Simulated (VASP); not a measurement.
A run of VASP 6.6.1 is set up as follows.

INCAR

```
ALGO = Normal ; EDIFF = 1E-7
ENCUT = 520 ; GGA = PS
ISIF = 2 ; ISMEAR = 0
LASPH = T ; LCHARG = T
LELF = T ; LREAL = F
LVHAR = T ; LWAVE = F
NELM = 60 ; PREC = Accurate
SIGMA = 0.02
```

File KPOINTS:

```
k-points
0
Gamma
  8 8 8
```

The input POSCAR:

```
MgS
1.0
    0.0000000000      2.6043975600      2.6043975600
    2.6043975600      0.0000000000      2.6043975600
    2.6043975600      2.6043975600      0.0000000000
Mg S
1 1
Direct
    0.0000000000      0.0000000000      0.0000000000
    0.5000000000      0.5000000000      0.5000000000
```

Potentials or basis: VASP PAW PBE potentials, release 64 (Mg, S).

Command:

```sh
$ cat potpaw_PBE.64/Mg/POTCAR potpaw_PBE.64/S/POTCAR > POTCAR
$ mpirun -np 1 vasp_std > vasp.out
```

(1) Estimate the band gap on the k mesh.

(2) What does it give for the pressure?

Answers

(1) 2.70 eV, indirect (least direct gap 3.57 eV).

(2) -1.4 GPa.

Caveat: the PAW data sets were made with another functional, which shifts forces and pressure a little.
